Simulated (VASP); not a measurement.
VASP runs on ZrB$_{2}$ (AlB2 type) share one base input (PBE GGA, plane waves, VASP's PBE PAW potentials (set 64)) and change the settings named in each case.

**KPOINTS**
```
Automatic mesh
0
Gamma
10 10 8
0 0 0
```

INCAR:
```
ENCUT  =  520   ! plane-wave cut-off (eV)
GGA  =  PE   ! PBE
NELM  =  100
ALGO  =  Normal   ! blocked Davidson
PREC  =  Accurate
ISMEAR  =  1
LCHARG  =  .FALSE.
SYSTEM  =  ZrB2
ISIF  =  2   ! forces and stress, cell fixed
SIGMA  =  0.1
LREAL  =  .FALSE.   ! projection in real space or not
LWAVE  =  .FALSE.
EDIFF  =  1E-6   ! SCF stop (eV)
LASPH  =  .TRUE.
LMAXMIX  =  4
```

### POSCAR
```
ZrB2
3.170
  0.5000000000  -0.8660255521   0.0000000000
  0.5000000000   0.8660255521   0.0000000000
  0.0000000000   0.0000000000   1.1135646688
Zr B
1 2
Cart
  0.0000000000   0.0000000000   0.0000000000
  0.5000000000   0.2886757614   0.5567823344
  0.5000000000  -0.2886757614   0.5567823344
```

POTCAR, in this order: Zr_sv B (PBE.64 set). Program: vasp_std.

```json
[
 {"change": "base run", "E(σ→0) (eV/atom)": "-8.3246", "pressure (GPa)": "1.14", "−TS (eV)": "-0.0002", "irreducible k-points": "70"},
 {"change": "KGAMMA = .FALSE., KSPACING = 0.25, KPOINTS file removed", "E(σ→0) (eV/atom)": "-8.3256", "pressure (GPa)": "1.12", "−TS (eV)": "0.0001", "irreducible k-points": "120"},
 {"change": "KGAMMA = .TRUE., KSPACING = 0.6, KPOINTS file removed", "E(σ→0) (eV/atom)": "-8.3086", "pressure (GPa)": "1.35", "−TS (eV)": "-0.0031", "irreducible k-points": "8"},
 {"change": "KGAMMA = .FALSE., KSPACING = 0.8, KPOINTS file removed", "E(σ→0) (eV/atom)": "-8.3356", "pressure (GPa)": "0.54", "−TS (eV)": "-0.0033", "irreducible k-points": "6"},
 {"change": "KGAMMA = .TRUE., KSPACING = 0.4, KPOINTS file removed", "E(σ→0) (eV/atom)": "-8.3100", "pressure (GPa)": "1.32", "−TS (eV)": "-0.0008", "irreducible k-points": "21"},
 {"change": "KGAMMA = .FALSE., KSPACING = 0.16, KPOINTS file removed", "E(σ→0) (eV/atom)": "-8.3251", "pressure (GPa)": "1.12", "−TS (eV)": "-0.0004", "irreducible k-points": "162"}
]
```

Left out are runs that ran out of time, are held back, or changed the cell or the kind of run, fixed moments of cells without a moment, rows past the twelfth, gaps on odd meshes, pressures of charged cells and columns that move by less than the noise.

The compound is ZrB2 in the AlB2 type structure. The cell was not relaxed at this level.
